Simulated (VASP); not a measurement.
Crystal: Fe.

```
Fe
1.0
    -1.39500    1.39500    1.39500
     1.39500   -1.39500    1.39500
     1.39500    1.39500   -1.39500
Fe
1
Direct
  0.00000 0.00000 0.00000
```

The cell was built by a generator and needn't be a form met in nature.

- Program: VASP 6.6.1
- Task: relaxation of cell and atoms
- Functional: LDA
- Potentials or basis: VASP PAW LDA potentials, release 64 (Fe)
- Cutoff: 600 eV
- k mesh: 20 × 20 × 20
- Occupations: methfessel-paxton, width 0.1 eV
- Spin: collinear spin, ferromagnetic start
- Starting moments: [2.5] μB

At the start: pressure -10.5 GPa; volume 10.86 Å³/atom.

Where does the relaxation end?

Over 10 steps the energy falls by 16.5 meV/atom and the volume is 10.38 Å³/atom (-4.4 %); space group Im-3m (No. 229, to 0.05 Å); moment 1.98 μB per cell.

Step by step:
```tsv
step	energy change (eV)	largest force (eV/Å)	pressure (GPa)	volume (Å³)
1	0.0000	0.0000	-10.53	10.86
2	0.0146	0.0000	17.50	9.78
3	-0.0165	0.0000	0.14	10.38
4	-0.0165	0.0000	-0.49	10.39
5	-0.0165	0.0000	-0.30	10.39
6	-0.0165	0.0000	-0.20	10.39
7	-0.0165	0.0000	-0.19	10.39
8	-0.0165	0.0000	-0.08	10.39
9	-0.0165	0.0000	-0.15	10.39
10	-0.0165	0.0000	-0.03	10.38
```

Final structure:
```
Fe
1.0
    -1.37427    1.37427    1.37427
     1.37427   -1.37427    1.37427
     1.37427    1.37427   -1.37427
Fe
1
Direct
  0.00000 0.00000 0.00000
```
